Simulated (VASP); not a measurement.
These are PBE GGA, VASP's PBE PAW potentials (set 64) (plane waves; VASP 6.6.1) values and carry that method's errors.

VASP ran on this input.

File KPOINTS:
```
Automatic mesh
0
Gamma
14 14 8
0 0 0
```

### INCAR
```
ALGO = Normal
EDIFF = 1E-6
ENCUT = 400
GGA = PE
ISIF = 2
ISMEAR = 1
LASPH = .TRUE.
LCHARG = .FALSE.
LMAXMIX = 4
LREAL = .FALSE.
LWAVE = .FALSE.
NELM = 100
PREC = Accurate
SIGMA = 0.1
SYSTEM = Ru
```

File POSCAR:
```
Ru
1
    1.3821000000    -2.3938680000     0.0000000000
    1.3821000000     2.3938680000     0.0000000000
    0.0000000000     0.0000000000     4.3656000000
Ru
2
Direct
  0.3333330000   0.6666670000   0.2500000000
  0.6666670000   0.3333330000   0.7500000000
```

POTCAR, in this order: Ru_pv (PBE.64 set). Program: vasp_std.

What VASP printed:

OUTCAR:
```
 ion  position               nearest neighbor table
   1  0.333  0.667  0.250-   2 2.70   2 2.70   2 2.70   2 2.70   2 2.70   2 2.70
   2  0.667  0.333  0.750-   1 2.70   1 2.70   1 2.70   1 2.70   1 2.70   1 2.70
  LATTYP: Found a hexagonal cell.
 ALAT       =     2.7642005013
 C/A-ratio  =     1.5793355069
 Subroutine PRICEL returns:
 Original cell was already a primitive cell.
 Subroutine GETGRP returns: Found 24 space group operations
The static configuration has the point symmetry D_3d.
 The point group associated with its full space group is D_6h.
The dynamic configuration has the point symmetry D_3d.
 Subroutine INISYM returns: Found 24 space group operations
 Subroutine IBZKPT returns following result:
 Found    120 irreducible k-points:

 Following reciprocal coordinates:
            Coordinates               Weight
  0.000000  0.000000  0.000000      1.000000
  0.071429 -0.000000  0.000000      6.000000
  0.142857 -0.000000  0.000000      6.000000
  0.214286  0.000000  0.000000      6.000000
  0.285714  0.000000  0.000000      6.000000
  0.357143  0.000000  0.000000      6.000000
  0.428571  0.000000  0.000000      6.000000
...
```

File OSZICAR:
```
       N       E                     dE             d eps       ncg     rms          rms(c)
DAV:   1     0.239384767224E+03    0.23938E+03   -0.15841E+04  4392   0.142E+03
DAV:   2    -0.144937420861E+02   -0.25388E+03   -0.24886E+03  4582   0.439E+02
DAV:   3    -0.197514881344E+02   -0.52577E+01   -0.51147E+01  4546   0.678E+01
DAV:   4    -0.198082885151E+02   -0.56800E-01   -0.56694E-01  5402   0.620E+00
DAV:   5    -0.198090983195E+02   -0.80980E-03   -0.80977E-03  4648   0.645E-01    0.153E+01
DAV:   6    -0.184808061500E+02    0.13283E+01   -0.38447E+00  4358   0.200E+01    0.349E+00
DAV:   7    -0.184096218960E+02    0.71184E-01   -0.22317E-01  4422   0.429E+00    0.932E-01
DAV:   8    -0.184019294697E+02    0.76924E-02   -0.58209E-03  4502   0.889E-01    0.222E-01
DAV:   9    -0.184017877786E+02    0.14169E-03   -0.59651E-04  5396   0.264E-01    0.446E-02
DAV:  10    -0.184017971241E+02   -0.93454E-05   -0.23687E-05  4766   0.456E-02    0.156E-02
DAV:  11    -0.184018006595E+02   -0.35354E-05   -0.28334E-06  3712   0.154E-02    0.269E-03
DAV:  12    -0.184018006193E+02    0.40199E-07   -0.11159E-07  2196   0.267E-03
   1 F= -.18401801E+02 E0= -.18401258E+02  d E =-.162934E-02
```

OUTCAR:
```
------------------------ aborting loop because EDIFF is reached ----------------------------------------
  FORCE on cell =-STRESS in cart. coord.  units (eV):
  Direction    XX          YY          ZZ          XY          YZ          ZX
  --------------------------------------------------------------------------------------
  Total       -2.4653076     -2.4653088     -2.7866117      0.0000000     -0.0000000      0.0000000
  in kB     -136.7313496   -136.7314157   -154.5515735      0.0000000     -0.0000000      0.0000000
  external PRESSURE =    -142.6714462 kB  Pullay stress =       0.0000000 kB
  volume of cell :       28.89
      direct lattice vectors                 reciprocal lattice vectors
     1.382100000 -2.393868000  0.000000000     0.361768324 -0.208866988  0.000000000
     1.382100000  2.393868000  0.000000000     0.361768324  0.208866988  0.000000000
     0.000000000  0.000000000  4.365600000     0.000000000  0.000000000  0.229063588
 POSITION                                       TOTAL-FORCE (eV/Angst)
 -----------------------------------------------------------------------------------
      1.38210      0.79796      1.09140         0.000000      0.000000      0.000000
      1.38210     -0.79796      3.27420         0.000000     -0.000000      0.000000
 -----------------------------------------------------------------------------------
    total drift:                               -0.000000      0.000536     -0.000045
  FREE ENERGIE OF THE ION-ELECTRON SYSTEM (eV)
  ---------------------------------------------------
  free  energy   TOTEN  =       -18.4018006193 eV

  energy  without entropy=      -18.4001712787  energy(sigma->0) =      -18.40125751
```
(Selected blocks of OUTCAR.)

The compound is Ru in the hcp structure. The cell was not relaxed at this level.
